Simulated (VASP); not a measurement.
```
Al2Pt
1.0
    0.00000     2.94258     2.94258
    2.94258     0.00000     2.94258
    2.94258     2.94258     0.00000
Al Pt
2 1
Cartesian
  1.47129   1.47129   1.47129
  4.41387   4.41387   4.41387
  0.00000   0.00000   0.00000
```

Computed with PBE GGA with D4 dispersion, VASP's PBE PAW potentials (set 64) (plane waves; VASP). Settings: 520 eV cut-off, 10×10×10 Γ-centred mesh, tetrahedra with Blöchl corrections, potentials Al Pt.

Unless said otherwise, spin-orbit coupling is left out, though it shifts the bands of the heavy elements here.

Q: What does the run give for the energy per atom (σ→0), band gap (on the k-mesh) with the smallest direct gap where there is one?

A: 
The band gap (on the k-mesh) comes out as none (metal, semimetal or under 0.01 eV) and the energy per atom (σ→0) comes out as -5.852 eV/atom.

Only differences to runs with the same potentials and settings are physical.

The compound is PtAl2 in the fluorite structure. It was relaxed first.
